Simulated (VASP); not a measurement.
# Iridium with optB86b-vdW: from relaxation to properties, part 2 of 2

What structure does Iridium take at this level, and what are its properties? Left out of this account: 1 further run (phonons: it ended without a result to show). The start is a cell from a database of measured crystal structures.

VASP 6.6.1, plane waves and PAW; the level of theory is named at each step.

Still holding for the runs below: This run has no spin polarisation. Its electron count is odd, so without a moment it is a metal by construction. The k-mesh is coarse for a metal.

So far. Step 13 (Volume scan with optB86b-vdW (run 7)): The pressure falls from -12.98 to -18.36 GPa. The parabola predicted -18.15 GPa, +0.22 GPa off.

### Step 14. Comparing the runs

Times are for 2 MPI ranks of AMD EPYC 7R43, shared host. The runs compared:

```
no.  volume scale  energy above the lowest point (meV/atom)  pressure (GPa)  time  memory (GiB)
  1          0.94                                     66.91           26.47  14 s          0.36
  2          0.96                                     28.47           16.55  11 s          0.35
  3          0.98                                       6.8           7.766  11 s          0.34
  4             1                                         0        -0.01448  11 s          0.35
  5          1.02                                      6.35          -6.901  11 s          0.35
  6          1.04                                     24.34          -12.98  13 s          0.35
  7          1.06                                      52.6          -18.36  12 s          0.36
```

### Step 15. Fit for optB86b-vdW

This step: Birch-Murnaghan fit, optB86b-vdW; plane waves and PAW (VASP 6.6.1).

This step runs nothing: it gathers the runs above.

This step gave:

```
pressure derivative of the bulk modulus : 5.116
r.m.s. error of the fit                 : 3.35e-6 eV/atom
minimum inside the sampled range        : yes
bulk modulus                            : 365.7 GPa
equilibrium volume of the fit           : 14.39 Å³/atom
```

The energy above the fitted minimum by volume:

```
volume (Å³/atom)  energy above the fitted minimum (eV/atom)
          13.524                                     0.0669
          13.812                                     0.0285
          14.100                                    0.00680
          14.387                                    -3.7e-6
          14.675                                    0.00635
          14.963                                     0.0243
          15.251                                     0.0526
```

The fitted volume lies -0.01 % from the relaxed one.

### Step 16. Bands along the symmetry lines (optB86b-vdW + SOC)

This step: optB86b-vdW, spin-orbit coupling; plane waves and PAW (Ir) (VASP 6.6.1).

Levels along the symmetry lines show where the bands peak and cross; KPOINTS_OPT computes them in the converged potential. Spin-orbit coupling needs spinors and the noncollinear program, where each band holds one electron.

Contents of INCAR:

```
SYSTEM = Ir
PREC = Accurate
ENCUT = 400
EDIFF = 1E-06
NELM = 100
ISMEAR = 1
SIGMA = 0.2
LREAL = .FALSE.
ALGO = Normal
GGA = MK
AGGAC = 0
LUSE_VDW = .TRUE.
PARAM1 = 0.1234
PARAM2 = 1
LASPH = .TRUE.
LNONCOLLINEAR = .TRUE.
MAGMOM = 0 0 0
NBANDS = 20
GGA_COMPAT = .FALSE.
LSORBIT = .TRUE.
LMAXMIX = 4
LORBIT = 11
LWAVE = .FALSE.
LCHARG = .FALSE.
KPAR = 2
```

Contents of POSCAR:

```
Ir
1.0
    0.0000000000      1.9304145496      1.9304145496
    1.9304145496      0.0000000000      1.9304145496
    1.9304145496      1.9304145496      0.0000000000
Ir
1
Direct
    0.0000000000      0.0000000000      0.0000000000
```

Contents of KPOINTS:

```
Automatic mesh
0
Gamma
8 8 8
0 0 0
```

Contents of KPOINTS_OPT:

```
Line mode
16
Line-mode
Reciprocal
  0.00000000   0.00000000   0.00000000 GAMMA
  0.50000000   0.00000000   0.50000000 X

  0.50000000   0.00000000   0.50000000 X
  0.50000000   0.25000000   0.75000000 W

  0.50000000   0.25000000   0.75000000 W
  0.37500000   0.37500000   0.75000000 K

  0.37500000   0.37500000   0.75000000 K
  0.00000000   0.00000000   0.00000000 GAMMA

  0.00000000   0.00000000   0.00000000 GAMMA
  0.50000000   0.50000000   0.50000000 L

  0.50000000   0.50000000   0.50000000 L
  0.62500000   0.25000000   0.62500000 U

  0.62500000   0.25000000   0.62500000 U
  0.50000000   0.25000000   0.75000000 W

  0.50000000   0.25000000   0.75000000 W
  0.50000000   0.50000000   0.50000000 L

  0.50000000   0.50000000   0.50000000 L
  0.37500000   0.37500000   0.75000000 K

  0.62500000   0.25000000   0.62500000 U
  0.50000000   0.00000000   0.50000000 X
```

Potentials, in the order of the species: Ir (PBE family, release 64).

On the command line:

```sh
> mpirun -np 2 vasp_ncl
```

Elapsed: 54 s, on 2 MPI ranks of AMD EPYC 7R43, shared host; peak memory 0.43 GiB.

At this level the cell is under a pressure of 2.6 GPa, so at these settings it is away from equilibrium.

Numbers from this step:

- SCF cycles: 13
- bands: 20
- irreducible k-points: 29
- free energy (TOTEN): -6.920 eV
- energy at zero smearing: -6.917 eV
- Fermi energy: 10.06 eV
- pressure: 2.572 GPa

On-site spin-orbit energy by atom:

```
atom  on-site spin-orbit energy (eV)
 Ir1                          -0.787
```

Electronic bands along the path, in eV, zero at the Fermi level; # counts the bands kept:

```
          point     #5     #6     #7     #8     #9    #10    #11    #12
              Γ  -4.18  -4.18  -3.35  -3.35  -1.05  -1.05  -1.05  -1.05
0.53 of the way  -3.25  -3.25  -1.62  -1.62  -1.39  -1.39  -0.01  -0.01
              X   0.65   0.65   1.06   1.06   1.52   1.52   1.95   1.95
0.47 of the way  -1.89  -1.89  -0.16  -0.16   1.47   1.47   5.03   5.03
              W  -4.80  -4.80  -1.69  -1.69   1.43   1.43   7.97   7.97
0.47 of the way  -3.72  -3.72  -1.30  -1.30   1.11   1.11   6.90   6.90
              K  -2.94  -2.94  -0.88  -0.88   0.65   0.65   6.16   6.16
0.53 of the way  -3.85  -3.85  -2.41  -2.41  -2.15  -2.15   0.52   0.52
              Γ  -4.18  -4.18  -3.35  -3.35  -1.05  -1.05  -1.05  -1.05
0.53 of the way  -3.96  -3.96  -2.94  -2.94  -1.07  -1.07  -0.51  -0.51
              L  -3.51  -3.51  -0.79  -0.79   0.57   0.57   1.16   1.16
0.53 of the way  -3.45  -3.45  -2.60  -2.60   0.61   0.61   4.55   4.55
              U  -2.94  -2.94  -0.88  -0.88   0.65   0.65   6.16   6.16
0.53 of the way  -3.72  -3.72  -1.30  -1.30   1.11   1.11   6.90   6.90
              W  -4.80  -4.80  -1.69  -1.69   1.43   1.43   7.97   7.97
0.47 of the way  -3.80  -3.80  -2.29  -2.29   0.54   0.54   5.40   5.40
              L  -3.51  -3.51  -0.79  -0.79   0.57   0.57   1.16   1.16
0.47 of the way  -3.28  -3.28  -2.72  -2.72   0.65   0.65   4.03   4.03
              K  -2.94  -2.94  -0.88  -0.88   0.65   0.65   6.16   6.16
      jump to U  -2.94  -2.94  -0.88  -0.88   0.65   0.65   6.16   6.16
0.47 of the way  -1.19  -1.19   0.16   0.16   1.28   1.28   4.50   4.50
              X   0.65   0.65   1.06   1.06   1.52   1.52   1.95   1.95
```

There is no gap at this level.

### Step 17. Outcome

| Property | Result |
| --- | --- |
| relaxed volume | 14.39 Å³/atom |
| relaxed conventional cell a, b, c | 3.861, 3.861, 3.861 Å |
| space group after relaxing, within 0.02 Å | Fm-3m (No. 225) |
| band gap | none, a metal |
| DOS at the Fermi level | 0.919 states/eV/cell |
| bulk modulus from the fit | 366 GPa |
| volume from the fit | 14.4 Å³/atom |
| band gap (optB86b-vdW + SOC) | none, a metal |

**Reading.** With optB86b-vdW, Iridium relaxes to 14.39 Å³/atom in space group Fm-3m (held by the symmetry of the run), comes out as a metal and has a bulk modulus of 366 GPa. Against the listed cell the volume lies +1.7 %. Band structure (optB86b-vdW): Of the bands kept, 4 cross the Fermi level on this path. Bands along the symmetry lines (optB86b-vdW + SOC): Of the bands kept, 8 cross the Fermi level on this path (spinor bands, one electron each). The k-sampling is coarse for a metal, so the Fermi level, pressures and the shape of the cell carry errors. No search among competing phases was made. All values are for a static lattice at zero temperature.

[Lines on the potential files, build, host, timing and source positions are cut from VASP's logs without a mark.]

[Logs are printed without paths, hosts, clocks, repeated set-up lines and the standing remarks that a program may print on its own settings, such as how far it seeks lower states.]

[Hosts, paths, dates, database ids (printed as entryN), source tags and the programs' standing remarks are cut or masked in the printed files.]

[A measured line is paired with the nearest computed mode of its activity, which favours agreement.]
